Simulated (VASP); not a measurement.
Wanted: the native input for a VASP 6.6.1 run.

```yaml
Task: relaxation of cell and atoms
Functional: PBE
Potentials_or_basis: VASP PAW PBE potentials, release 64 (Al, Ga_d, P)
Cutoff: 520 eV
k_mesh: 3 × 3 × 2
Occupations: gaussian, width 0.15 eV
Spin: no spin polarisation
Further_INCAR_settings: PREC = Normal; LREAL = Auto; ALGO = Fast; EDIFF = 0.0001; IBRION = 2; EDIFFG = -0.08; NSW = 24; ISIF = 3
```

The structure of Al2GaP3 lies in POSCAR:

```
Al2GaP3
1.0
    5.7900000000     -3.3450000000      0.0000000000
    5.7900000000      3.3450000000      0.0000000000
    0.0000000000      0.0000000000      6.3100000000
Al Ga P
4 2 6
Direct
    0.1666000000      0.5000000000      0.0000000000
    0.5000000000      0.8334000000      0.0000000000
    0.8334000000      0.5000000000      0.5000000000
    0.5000000000      0.1666000000      0.5000000000
    0.8333000000      0.1667000000      0.0000000000
    0.1667000000      0.8333000000      0.5000000000
    0.8334000000      0.5000000000      0.8750000000
    0.5000000000      0.1666000000      0.8750000000
    0.1667000000      0.8333000000      0.8750000000
    0.1666000000      0.5000000000      0.3750000000
    0.5000000000      0.8334000000      0.3750000000
    0.8333000000      0.1667000000      0.3750000000
```

The cell was built by a generator and needn't be a form met in nature.

One way to write it, as run:

INCAR

```
SYSTEM = Al2GaP3
PREC = Normal ; ENCUT = 520
EDIFF = 1E-4 ; ISMEAR = 0
SIGMA = 0.15 ; LREAL = Auto
LASPH = .TRUE. ; NELM = 60
ALGO = Fast ; ISIF = 3
LWAVE = .FALSE. ; LCHARG = .FALSE.
GGA = PE ; IBRION = 2
NSW = 24 ; EDIFFG = -0.08
```

KPOINTS

```
regular mesh
0
G
  3 3 2
  0 0 0
```

Potentials or basis: VASP PAW PBE potentials, release 64 (Al, Ga_d, P).

Launch:

```console
$ cat potpaw_PBE.64/Al/POTCAR potpaw_PBE.64/Ga_d/POTCAR potpaw_PBE.64/P/POTCAR > POTCAR
$ mpirun -np 1 vasp_std > vasp.out
```

It gave:

| Item | Value |
| --- | --- |
| Relaxed volume | 20.87 Å³/atom |
| Relaxed cell | a = 6.732 Å, b = 6.732 Å, c = 6.383 Å, α = 90.00°, β = 90.00°, γ = 60.00° |
| Space group after relaxing (to 0.05 Å) | Cmc2_1 (No. 36) |
| Energy gained by relaxing | 3.5 meV/atom |
| Ionic steps | 3 |
| Pressure after relaxing | 0.0 GPa |
| Largest force after relaxing | 0.060 eV/Å |
| Band gap on the k mesh | 1.83 eV, indirect (least direct gap 1.96 eV) |

Caveat: the k mesh is coarse (spacing up to 0.50 Å⁻¹), so the values aren't converged; an odd mesh through Γ misses points on the zone boundary, where band edges often lie; the relaxation stopped at a loose force limit of 0.08 eV/Å, so its end isn't a converged minimum.

Run time: 46 s on 1 thread of Intel(R) Xeon(R) 6975P-C (Granite Rapids), on a shared host, peak memory 0.27 GiB.
